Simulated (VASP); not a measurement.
A run of VASP 6.6.1 is set up as follows.

INCAR

```
SYSTEM = MgGa23N24
PREC     = Normal         ! precision mode
ENCUT    = 450            ! plane-wave cutoff, eV
EDIFF    = 1E-6           ! SCF threshold, eV
ISMEAR   = 0              ! smearing method
SIGMA    = 0.01           ! smearing width, eV
LREAL    = Auto         
LASPH    = .TRUE.         ! aspherical terms in the spheres
NELM     = 150            ! most SCF steps
ALGO     = Normal         ! electronic algorithm
ISIF     = 2              ! what is computed and relaxed
LWAVE    = .FALSE.        ! write WAVECAR
LCHARG   = .FALSE.        ! write CHGCAR
ISPIN    = 2              ! spin polarisation
MAGMOM   = 0.2 0 0 0 0 0 0 0 0 0 0 0 0 0 0 0 0 0 0 0 0 0 0 0 0 0 0 0 0 0 0 0 0 0 0.2 0 0.2 0.2 0 0 0.2 0 0 0 0 0 0 0 ! initial moments
LORBIT   = 11             ! projections on sites
GGA      = PE             ! functional
IBRION   = 2              ! ionic algorithm
NSW      = 70             ! ionic steps
EDIFFG   = -0.025         ! ionic threshold
AMIX     = 0.2          
BMIX     = 1E-4         
AMIX_MAG = 0.8          
BMIX_MAG = 1E-4         
ICORELEVEL= 1            
ISYM     = 0            
LUSENCCL = .FALSE.
```

File KPOINTS:

```
Automatic mesh
0
Monkhorst
  2 2 2
  0 0 0
```

The input POSCAR:

```
MgGa23N24
1.0
   -3.2177240000     -5.5732640000      5.2440550000
    6.4354500000      0.0000000000      5.2440550000
   -3.2177260000      5.5732640000      5.2440550000
Mg Ga N
1 23 24
Direct
    0.8307609400      0.4981888800      0.6639381900
    0.6663953300      0.3330618300      0.9997288300
    0.9997286700      0.6663951700      0.3330621700
    0.6663953300      0.8330618300      0.4997288300
    0.9997286700      0.1663951700      0.8330621700
    0.1663953300      0.3330618300      0.4997288300
    0.4997286700      0.6663951700      0.8330621700
    0.8330620000      0.9997285000      0.1663955000
    0.3330620000      0.4997285000      0.1663955000
    0.3330620000      0.9997285000      0.6663955000
    0.1663953300      0.8330618300      0.9997288300
    0.4997286700      0.1663951700      0.3330621700
    0.6663953300      0.4997288300      0.3330618300
    0.4997286700      0.3330621700      0.6663951700
    0.8330620000      0.6663955000      0.9997285000
    0.4997286700      0.8330621700      0.1663951700
    0.8330620000      0.1663955000      0.4997285000
    0.9997286700      0.3330621700      0.1663951700
    0.3330620000      0.6663955000      0.4997285000
    0.6663953300      0.9997288300      0.8330618300
    0.1663953300      0.4997288300      0.8330618300
    0.1663953300      0.9997288300      0.3330618300
    0.9997286700      0.8330621700      0.6663951700
    0.3330620000      0.1663955000      0.9997285000
    0.6252713300      0.2919378300      0.4586048300
    0.4586046700      0.1252711700      0.7919381700
    0.7919380000      0.4586045000      0.1252715000
    0.4586046700      0.6252711700      0.2919381700
    0.7919380000      0.9586045000      0.6252715000
    0.9586046700      0.1252711700      0.2919381700
    0.2919380000      0.4586045000      0.6252715000
    0.6252713300      0.7919378300      0.9586048300
    0.1252713300      0.2919378300      0.9586048300
    0.1252713300      0.7919378300      0.4586048300
    0.9544845900      0.6314155100      0.7999088800
    0.2919380000      0.9586045000      0.1252715000
    0.7955126400      0.6305131900      0.4604734300
    0.6383494000      0.4467523100      0.7791209600
    0.9586046700      0.7919381700      0.1252711700
    0.6252713300      0.9586048300      0.2919378300
    0.9575316500      0.2772715100      0.6303111600
    0.1252713300      0.4586048300      0.2919378300
    0.4586046700      0.7919381700      0.6252711700
    0.7919380000      0.1252715000      0.9586045000
    0.2919380000      0.6252715000      0.9586045000
    0.2919380000      0.1252715000      0.4586045000
    0.1252713300      0.9586048300      0.7919378300
    0.4586046700      0.2919381700      0.1252711700
```

Potentials or basis: VASP PAW PBE potentials, release 64 (Mg, Ga_d, N).

Launch:

```bash
$ cat potpaw_PBE.64/Mg/POTCAR potpaw_PBE.64/Ga_d/POTCAR potpaw_PBE.64/N/POTCAR > POTCAR
$ mpirun -np 1 vasp_std > vasp.out
```

Question: Estimate the energy gained by relaxing.

Answer: 16.1 meV/atom.

Question: Predict the net moment.

Answer: 0.00 μB per cell.

Final structure:
```
CELL_PARAMETERS angstrom
-3.21772 -5.57326 5.24406
6.43545 0.00000 5.24406
-3.21773 5.57326 5.24406
ATOMIC_POSITIONS crystal
Mg 0.83311 0.49881 0.66573
Ga 0.66533 0.33321 0.99873
Ga 0.99856 0.66723 0.33348
Ga 0.66709 0.83178 0.49823
Ga 0.00084 0.16626 0.83165
Ga 0.16596 0.33117 0.50031
Ga 0.50052 0.66434 0.83397
Ga 0.83315 0.99978 0.16603
Ga 0.33298 0.49926 0.16685
Ga 0.33375 0.99872 0.66617
Ga 0.16661 0.83236 0.99951
Ga 0.50102 0.16708 0.33371
Ga 0.66764 0.50167 0.33224
Ga 0.49925 0.33371 0.66834
Ga 0.83555 0.66645 0.99878
Ga 0.49980 0.83285 0.16640
Ga 0.83520 0.16536 0.50098
Ga 0.99936 0.33318 0.16617
Ga 0.33260 0.66571 0.50011
Ga 0.66648 0.99887 0.83288
Ga 0.16574 0.50148 0.83348
Ga 0.16661 0.99961 0.33308
Ga 0.00002 0.83193 0.66869
Ga 0.33298 0.16627 0.99966
N 0.62614 0.29249 0.45922
N 0.45829 0.12386 0.79187
N 0.79171 0.45775 0.12396
N 0.45753 0.62504 0.29181
N 0.79119 0.95705 0.62512
N 0.95866 0.12477 0.29094
N 0.29099 0.45788 0.62472
N 0.62569 0.79147 0.95916
N 0.12562 0.29189 0.95874
N 0.12533 0.79230 0.45897
N 0.96334 0.62933 0.79637
N 0.29196 0.95835 0.12515
N 0.79029 0.63050 0.44900
N 0.61611 0.45612 0.79731
N 0.95962 0.79336 0.12546
N 0.62460 0.95991 0.29081
N 0.96459 0.28192 0.62334
N 0.12499 0.45837 0.29193
N 0.45874 0.79082 0.62522
N 0.79201 0.12471 0.95801
N 0.29244 0.62545 0.96041
N 0.29406 0.12381 0.45763
N 0.12730 0.95832 0.79261
N 0.45779 0.29075 0.12670
```

Caveat: the k mesh is coarse (spacing up to 0.38 Å⁻¹), so the values aren't converged.
